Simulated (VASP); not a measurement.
Data:

```xyz
2
Lattice="2.9900 0.0000 0.0000 0.0000 2.9900 0.0000 0.0000 0.0000 2.9900" Properties=species:S:1:pos:R:3 pbc="T T T"
Al     1.4950     1.4950     1.4950
Ru     0.0000     0.0000     0.0000
```

Level of theory: PBE GGA, VASP's PBE PAW potentials (set 64) (plane waves; VASP). Run with 400 eV cut-off, 15×15×15 Γ-centred mesh, first-order Methfessel-Paxton smearing of 0.10 eV, potentials Al Ru_pv.

**Question.** Give the stress tensor in GPa (positive for a compressed cell).

**Answer.** 
```
2.34  0.00  0.00
0.00  2.34  0.00
0.00  0.00  2.34
```
The pressure is its mean diagonal, 2.34 GPa.

The compound is RuAl in the CsCl type structure. The cell was not relaxed at this level. The run is one of a series of settings (KPOINTS 15×15×15 Γ-centred mesh against the base run), some of them coarse on purpose. The electron count is odd and the run is not spin-polarised, which forces a metal.
